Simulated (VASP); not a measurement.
Computed with PBE GGA, VASP's PBE PAW potentials (set 64) (plane waves; VASP).

Input for VASP

**POSCAR**
```
KTaO3
1
    4.0288805204    -0.0000000000     0.0000000000
   -0.0000000000     4.0288805204     0.0000000000
    0.0000000000    -0.0000000000     4.0288805204
K Ta O
1 1 3
Direct
  0.0000000000   0.0000000000   0.0000000000
  0.5000000000   0.5000000000   0.5000000000
  0.5000000000   0.0000000000   0.5000000000
  0.0000000000   0.5000000000   0.5000000000
  0.5000000000   0.5000000000   0.0000000000
```

File KPOINTS:
```
Automatic mesh
0
Gamma
5 5 5
0 0 0
```

**INCAR**
```
# general
SYSTEM =KTaO3
PREC   =Accurate
ENCUT  =520
LREAL  =.FALSE.
LASPH  =.TRUE.

# electronic loop
EDIFF  =1E-6
NELM   =100
ALGO   =Normal
LMAXMIX=6

# smearing
ISMEAR =0
SIGMA  =0.05

# functional
GGA    =PE

# ions
IBRION =2
NSW    =60
ISIF   =3
EDIFFG =-0.02

# output
LWAVE  =.FALSE.
LCHARG =.FALSE.
```

POTCAR, in this order: K_sv Ta_pv O (PBE.64 set). Program: vasp_std.

Output of the run:

### OSZICAR
```
       N       E                     dE             d eps       ncg     rms          rms(c)
DAV:   1     0.339887415414E+03    0.33989E+03   -0.21996E+04   460   0.168E+03
DAV:   2    -0.311341403571E+02   -0.37102E+03   -0.36594E+03   567   0.444E+02
DAV:   3    -0.492898530042E+02   -0.18156E+02   -0.18117E+02   593   0.995E+01
DAV:   4    -0.497503231116E+02   -0.46047E+00   -0.46025E+00   803   0.134E+01
DAV:   5    -0.497534017120E+02   -0.30786E-02   -0.30785E-02   609   0.101E+00    0.339E+01
DAV:   6    -0.412831486554E+02    0.84703E+01   -0.44631E+01   570   0.461E+01    0.135E+01
DAV:   7    -0.411217472103E+02    0.16140E+00   -0.23762E+00   609   0.103E+01    0.871E+00
DAV:   8    -0.410720314373E+02    0.49716E-01   -0.40989E-01   588   0.553E+00    0.143E+00
DAV:   9    -0.410637506855E+02    0.82808E-02   -0.28295E-02   621   0.126E+00    0.271E-01
DAV:  10    -0.410630103182E+02    0.74037E-03   -0.96811E-03   640   0.705E-01    0.481E-02
DAV:  11    -0.410630768030E+02   -0.66485E-04   -0.45039E-04   627   0.165E-01    0.375E-02
DAV:  12    -0.410631105522E+02   -0.33749E-04   -0.46185E-05   682   0.553E-02    0.709E-03
DAV:  13    -0.410631103293E+02    0.22293E-06   -0.53010E-06   595   0.191E-02
   1 F= -.41063110E+02 E0= -.41063110E+02  d E =-.410631E+02
```

**OUTCAR**
```
------------------------ aborting loop because EDIFF is reached ----------------------------------------
  FORCE on cell =-STRESS in cart. coord.  units (eV):
  Direction    XX          YY          ZZ          XY          YZ          ZX
  --------------------------------------------------------------------------------------
  Total       -0.0180397     -0.0180397     -0.0180397     -0.0000000      0.0000000     -0.0000000
  in kB       -0.4419627     -0.4419627     -0.4419627     -0.0000000      0.0000000     -0.0000000
  external PRESSURE =      -0.4419627 kB  Pullay stress =       0.0000000 kB
  volume of cell :       65.40
      direct lattice vectors                 reciprocal lattice vectors
     4.028880520  0.000000000  0.000000000     0.248207907  0.000000000  0.000000000
     0.000000000  4.028880520  0.000000000     0.000000000  0.248207907  0.000000000
     0.000000000  0.000000000  4.028880520     0.000000000  0.000000000  0.248207907
 POSITION                                       TOTAL-FORCE (eV/Angst)
 -----------------------------------------------------------------------------------
      0.00000      0.00000      0.00000         0.000000      0.000000      0.000000
      2.01444      2.01444      2.01444         0.000000      0.000000      0.000000
      2.01444      0.00000      2.01444         0.000000      0.000000      0.000000
      0.00000      2.01444      2.01444         0.000000      0.000000      0.000000
      2.01444      2.01444      0.00000         0.000000      0.000000      0.000000
 -----------------------------------------------------------------------------------
    total drift:                                0.000000      0.000000     -0.000000
  FREE ENERGIE OF THE ION-ELECTRON SYSTEM (eV)
  ---------------------------------------------------
  free  energy   TOTEN  =       -41.0631103293 eV

  energy  without entropy=      -41.0631103293  energy(sigma->0) =      -41.06311033

 reached required accuracy - stopping structural energy minimisation
```
(Selected blocks of OUTCAR.)

The compound is KTaO3 in the cubic perovskite structure. It was relaxed first. The start is the result of an earlier pass.
